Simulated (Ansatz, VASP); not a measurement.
One calculation of MgCd3Se4, two programs

INCAR

```
SYSTEM = MgCd3Se4
PREC = Accurate ; ENCUT = 520
EDIFF = 1E-7 ; ISMEAR = 0
SIGMA = 0.1 ; LREAL = .FALSE.
LASPH = .TRUE. ; NELM = 100
ALGO = Normal ; ISIF = 2
LWAVE = .FALSE. ; LCHARG = .TRUE.
GGA = PE ; LELF = .TRUE.
LVHAR = .TRUE. ; NBANDS = 41
```

File KPOINTS:

```
Automatic mesh
0
G
  4 4 2
  0 0 0
```

POSCAR

```
MgCd3Se4
1.0
    4.1490593600      0.0000000000      0.0000000000
    0.0000000000      4.1490593600      0.0000000000
    0.0000000000      0.0000000000     11.7353120400
Mg Cd Se
1 3 4
Direct
    0.5000000000      0.5000000000      0.0000000000
    0.0000000000      0.0000000000      0.7500000000
    0.0000000000      0.0000000000      0.2500000000
    0.5000000000      0.5000000000      0.5000000000
    0.0000000000      0.0000000000      0.0000000000
    0.5000000000      0.5000000000      0.2500000000
    0.0000000000      0.0000000000      0.5000000000
    0.5000000000      0.5000000000      0.7500000000
```

Input for Ansatz:

```yaml
crystal:
  lattice:
    - [4.14905936, 0.0, 0.0]
    - [0.0, 4.14905936, 0.0]
    - [0.0, 0.0, 11.73531204]
  atoms:
    - { symbol: Mg, position: [0.5, 0.5, 0.0] }
    - { symbol: Cd, position: [0.0, 0.0, 0.75] }
    - { symbol: Cd, position: [0.0, 0.0, 0.25] }
    - { symbol: Cd, position: [0.5, 0.5, 0.5] }
    - { symbol: Se, position: [0.0, 0.0, 0.0] }
    - { symbol: Se, position: [0.5, 0.5, 0.25] }
    - { symbol: Se, position: [0.0, 0.0, 0.5] }
    - { symbol: Se, position: [0.5, 0.5, 0.75] }
basis:
  ecutwfc: 420
kpoints:
  mp_grid: { grid: [4, 4, 2] }
hamiltonian:
  xc: pbe
scf:
  occupations: { method: gaussian, width: 0.1 }
  lower_state_search: "off"
output:
  forces: true
  stress: true
  eigenvalues: true
```

Alike in both runs: task single point; functional PBE; k mesh 4 × 4 × 2; occupations gaussian, width 0.1 eV; no spin polarisation.

|  | VASP | Ansatz |
| --- | --- | --- |
| version | VASP 6.6.1 | Ansatz 0.2.0 |
| potentials or method | VASP PAW PBE potentials, release 64 (Mg, Cd, Se) | scalar-relativistic, plane waves, PAW |
| plane-wave cutoff (eV) | 520 | 420 |
| valence electrons in the cell | 62 | 134 |

```tsv
	VASP	Ansatz	Ansatz less VASP
gap on the k mesh at the Fermi level (eV)	none	none	-
pressure (GPa)	-4.2	-4.4	-0.16
largest component of the traceless stress (GPa)	0.33	0.33	-0.007
rms of the force components (eV/Å)	0.053	0.047	-0.0051
```

Atom by atom the forces differ by 0.005 eV/Å (rms over components). A gap of «none» marks a metal or a gap that the smearing closes. The two sets of potentials don't hold the same shells in valence.

Caveats: the k mesh is coarse (spacing up to 0.38 Å⁻¹), so the values aren't converged.
